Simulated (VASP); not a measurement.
# A VASP 6.6.1 relaxation on Sr2C

INCAR

```
EDIFFG = 0.0001
LASPH = .TRUE.
NBANDS = 19
PREC = Accurate
SIGMA = 0.02
IBRION = 2
ISMEAR = -1
NELM = 120
ISIF = 3
LWAVE = .FALSE.
ENCUT = 600
LREAL = .FALSE.
LCHARG = .FALSE.
GGA = CA
EDIFF = 1E-7
NSW = 40
```

KPOINTS

```
KPOINTS created by Atomic Simulation Environment
0
Gamma
6 6 6
0 0 0
```

POSCAR

```
C  Sr
 1.0000000000000000
     0.0000000000000000    3.3700852212401462    3.3700852212401462
     3.3700852212401462    0.0000000000000000    3.3700852212401462
     3.3700852212401462    3.3700852212401462    0.0000000000000000
 C   Sr
   1   2
Cartesian
  0.0000000000000000 -0.0000000000000000 -0.0000000000000000
  1.6850426106200731  1.6850426106200731  1.6850426106200731
  5.0551278318602195  5.0551278318602195  5.0551278318602195
```

The recommended LDA PAW datasets give the neutral cell 24 valence electrons.

Command

```
mpirun -np 1 vasp_std
```

OSZICAR

```
N       E                     dE             d eps       ncg     rms          rms(c)
DAV:   1     0.127620470568E+03    0.12762E+03   -0.12843E+04   608   0.129E+03
DAV:   2    -0.452888908938E+01   -0.13215E+03   -0.12905E+03   700   0.267E+02
DAV:   3    -0.153974449848E+02   -0.10869E+02   -0.10813E+02  1061   0.589E+01
DAV:   4    -0.156384590873E+02   -0.24101E+00   -0.24076E+00   836   0.842E+00
DAV:   5    -0.156440758559E+02   -0.56168E-02   -0.56166E-02   953   0.944E-01    0.196E+01
DAV:   6    -0.128619841661E+02    0.27821E+01   -0.36458E+01   737   0.137E+01    0.239E+01
DAV:   7    -0.123637141855E+02    0.49827E+00   -0.41947E+00   755   0.514E+00    0.137E+01
DAV:   8    -0.122659932562E+02    0.97721E-01   -0.51920E-01   722   0.304E+00    0.863E-01
DAV:   9    -0.122591158917E+02    0.68774E-02   -0.90548E-02   865   0.658E-01    0.552E-01
DAV:  10    -0.122589709984E+02    0.14489E-03   -0.57019E-03   910   0.221E-01    0.292E-01
...
DAV:   1    -0.123618064278E+02   -0.20770E-01   -0.48686E-01   752   0.492E+00    0.119E+00
DAV:   2    -0.123476411820E+02    0.14165E-01   -0.51639E-02   807   0.147E+00    0.459E-01
DAV:   3    -0.123420320036E+02    0.56092E-02   -0.20285E-02  1067   0.783E-01    0.456E-01
DAV:   4    -0.123421187485E+02   -0.86745E-04   -0.26827E-03   929   0.181E-01    0.281E-01
DAV:   5    -0.123424915014E+02   -0.37275E-03   -0.26324E-04  1004   0.655E-02    0.126E-01
DAV:   6    -0.123426138275E+02   -0.12233E-03   -0.57754E-04   987   0.108E-01    0.269E-02
DAV:   7    -0.123426179639E+02   -0.41364E-05   -0.14031E-05   814   0.244E-02    0.662E-03
DAV:   8    -0.123426178220E+02    0.14191E-06   -0.48952E-07   692   0.401E-03    0.225E-03
DAV:   9    -0.123426178968E+02   -0.74810E-07   -0.39807E-07   926   0.241E-03
   3 F= -.12342618E+02 E0= -.12342216E+02  d E =-.837681E-01
```

From OUTCAR

```
k-points           NKPTS =     16   k-points in BZ     NKDIM =     16   number of bands    NBANDS=     19

   NELECT =      24.0000    total number of electrons

   dimension x,y,z NGX =    40 NGY =   40 NGZ =   40
   dimension x,y,z NGXF=    80 NGYF=   80 NGZF=   80

  energy-cutoff  :      600.00
  volume of cell :       69.61
      direct lattice vectors                 reciprocal lattice vectors
    -0.000000000  3.264986548  3.264986548    -0.153139988  0.153139988  0.153139988
     3.264986548 -0.000000000  3.264986548     0.153139988 -0.153139988  0.153139988
     3.264986548  3.264986548  0.000000000     0.153139988  0.153139988 -0.153139988

 k-points in reciprocal lattice and weights: KPOINTS created by Atomic Simulation Env
   0.00000000  0.00000000  0.00000000       0.005
   0.16666667  0.00000000  0.00000000       0.037
   0.33333333  0.00000000  0.00000000       0.037
   0.50000000  0.00000000  0.00000000       0.019
   0.16666667  0.16666667  0.00000000       0.028
   0.33333333  0.16666667  0.00000000       0.111
   0.50000000  0.16666667  0.00000000       0.111
  -0.33333333  0.16666667  0.00000000       0.111
   ...

 E-fermi :   3.2676

 k-point     1 :       0.0000    0.0000    0.0000
  band No.  band energies     occupation
      1     -31.8309      2.00000
      2     -31.4477      2.00000
      3     -14.2413      2.00000
      4     -14.2413      2.00000
      5     -14.2413      2.00000
      6     -13.4061      2.00000
      7     -13.4061      2.00000
      8     -13.4061      2.00000
      9      -5.0372      2.00000
     10       1.5709      2.00000
     11       1.5709      2.00000
     12       1.5709      2.00000
     13       3.3688      0.01257
     14       4.3106      0.00000
     15       4.3106      0.00000
     16       8.6534      0.00000
     17       8.6534      0.00000
     18       8.6534      0.00000
     19      11.3077      0.00000

 k-point     2 :       0.1667    0.0000    0.0000
  band No.  band energies     occupation
      1     -31.8045      2.00000
      2     -31.4726      2.00000
      3     -14.2165      2.00000
      4     -14.1964      2.00000
      5     -14.1964      2.00000
      6     -13.5126      2.00000
      7     -13.4746      2.00000
      8     -13.4746      2.00000
      9      -4.8571      2.00000
     10       1.2654      2.00000
     11       1.7765      2.00000
     12       1.7765      2.00000
     13       4.4354      0.00000
     14       4.5917      0.00000
     15       4.5917      0.00000
     16       7.6167      0.00000
     17       8.5026      0.00000
     18       8.5026      0.00000
     19      11.1711      0.00000

 k-point     3 :       0.3333    0.0000    0.0000
  band No.  band energies     occupation
      1     -31.7329      2.00000
      2     -31.5413      2.00000
      3     -14.1361      2.00000
      4     -14.0665      2.00000
      5     -14.0665      2.00000
      6     -13.7483      2.00000
      7     -13.6513      2.00000
      8     -13.6513      2.00000
      9      -4.5283      2.00000
     10       1.3473      2.00000
     11       2.2591      2.00000
     12       2.2591      2.00000
     13       5.3450      0.00000
     14       5.3450      0.00000
     15       5.4873      0.00000
     16       7.1372      0.00000
     17       7.9735      0.00000
     18       7.9735      0.00000
     19       9.2337      0.00000

 ...

  Total       -0.0082437     -0.0082437     -0.0082437     -0.0000000      0.0000000     -0.0000000
  in kB       -0.1897409     -0.1897409     -0.1897409     -0.0000000      0.0000000     -0.0000000
  external PRESSURE =      -0.1897409 kB  Pullay stress =       0.0000000 kB

 POSITION                                       TOTAL-FORCE (eV/Angst)
 -----------------------------------------------------------------------------------
      0.00000      0.00000      0.00000        -0.000000     -0.000000     -0.000000
      1.63249      1.63249      1.63249         0.000000      0.000000      0.000000
      4.89748      4.89748      4.89748         0.000000     -0.000000      0.000000
 -----------------------------------------------------------------------------------
    total drift:                                0.000000     -0.000000      0.000000

  FREE ENERGIE OF THE ION-ELECTRON SYSTEM (eV)
  ---------------------------------------------------
  free  energy   TOTEN  =       -12.3426178968 eV

  energy  without entropy=      -12.3418141254  energy(sigma->0) =      -12.34221601
```

```
ionic step  ΔE (meV/atom)  volume (Å³)  largest force (eV/Å)  pressure (GPa)  electronic steps
         1            0.0        76.55                 0.000           -3.54                15
         2          -27.4        70.47                 0.000           -0.57                11
         3          -27.9        69.61                 0.000           -0.02                 9
```

It converged. Results: relaxed cell vector lengths 4.617, 4.617, 4.617 Å; relaxed cell volume 69.61 Å³.

For comparison, a separate LDA relaxation on usual settings, not on those above, ends at 69.61 Å³.

The run above took about 1.7 min on one core of a shared host (Intel Xeon Platinum 8488C) and held 0.2 GiB at most.
